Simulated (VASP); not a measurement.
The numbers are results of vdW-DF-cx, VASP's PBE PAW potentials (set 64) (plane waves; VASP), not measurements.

A VASP calculation is set up with these files.

**INCAR**
```
# general
SYSTEM  =Au
PREC    =Accurate
ENCUT   =520
LREAL   =.FALSE.
LASPH   =.TRUE.

# electronic loop
EDIFF   =1E-7
NELM    =100
ALGO    =Normal
LMAXMIX =6

# smearing
ISMEAR  =1
SIGMA   =0.1

# functional
GGA     =CX
LUSE_VDW=.TRUE.
AGGAC   =0.0

# ions
ISIF    =2

# output
LWAVE   =.FALSE.
LCHARG  =.FALSE.
```

### POSCAR
```
Au
1.0
  0.0000000000   2.0467810982   2.0467810982
  2.0467810982   0.0000000000   2.0467810982
  2.0467810982   2.0467810982   0.0000000000
Au
1
Cartesian
  0.0000000000   0.0000000000   0.0000000000
```

**KPOINTS**
```
Automatic
0
G
 15 15 15
0 0 0
```

POTCAR, in this order: Au (PBE.64 set). Program: vasp_std.

What VASP printed:

OSZICAR:
```
       N       E                     dE             d eps       ncg     rms          rms(c)
DAV:   1     0.471024993568E+02    0.47102E+02   -0.57639E+03  2264   0.109E+03
DAV:   2    -0.818500917549E+00   -0.47921E+02   -0.44984E+02  2234   0.202E+02
DAV:   3    -0.121584183867E+01   -0.39734E+00   -0.39707E+00  2613   0.196E+01
DAV:   4    -0.121688272758E+01   -0.10409E-02   -0.10409E-02  2440   0.103E+00
DAV:   5    -0.121688955301E+01   -0.68254E-05   -0.68255E-05  2458   0.809E-02    0.925E+00
DAV:   6    -0.928865692170E+00    0.28802E+00   -0.94741E-01  2200   0.948E+00    0.578E+00
DAV:   7    -0.908313409993E+00    0.20552E-01   -0.79382E-02  2333   0.269E+00    0.279E+00
DAV:   8    -0.905607588645E+00    0.27058E-02   -0.20437E-03  2310   0.518E-01    0.275E-01
DAV:   9    -0.905591425807E+00    0.16163E-04   -0.19878E-05  2371   0.500E-02    0.178E-02
DAV:  10    -0.905596110413E+00   -0.46846E-05   -0.22997E-06  2367   0.187E-02    0.330E-03
DAV:  11    -0.905596108001E+00    0.24113E-08   -0.50782E-08  1701   0.226E-03
   1 F= -.90559611E+00 E0= -.90543786E+00  d E =-.474740E-03
```

OUTCAR:
```
------------------------ aborting loop because EDIFF is reached ----------------------------------------
  FORCE on cell =-STRESS in cart. coord.  units (eV):
  Direction    XX          YY          ZZ          XY          YZ          ZX
  --------------------------------------------------------------------------------------
  Total       -0.0033065     -0.0033065     -0.0033065      0.0000000     -0.0000000      0.0000000
  in kB       -0.3089135     -0.3089135     -0.3089135      0.0000000     -0.0000000      0.0000000
  external PRESSURE =      -0.3089135 kB  Pullay stress =       0.0000000 kB
  volume of cell :       17.15
      direct lattice vectors                 reciprocal lattice vectors
     0.000000000  2.046781098  2.046781098    -0.244286016  0.244286016  0.244286016
     2.046781098  0.000000000  2.046781098     0.244286016 -0.244286016  0.244286016
     2.046781098  2.046781098  0.000000000     0.244286016  0.244286016 -0.244286016
 POSITION                                       TOTAL-FORCE (eV/Angst)
 -----------------------------------------------------------------------------------
      0.00000      0.00000      0.00000         0.000000      0.000000     -0.000000
 -----------------------------------------------------------------------------------
    total drift:                               -0.000000      0.000000     -0.000000
  FREE ENERGIE OF THE ION-ELECTRON SYSTEM (eV)
  ---------------------------------------------------
  free  energy   TOTEN  =        -0.9055961080 eV

  energy  without entropy=       -0.9051213680  energy(sigma->0) =       -0.90543786
```
(Selected blocks of OUTCAR.)

The compound is Au in the fcc structure. It was relaxed first.
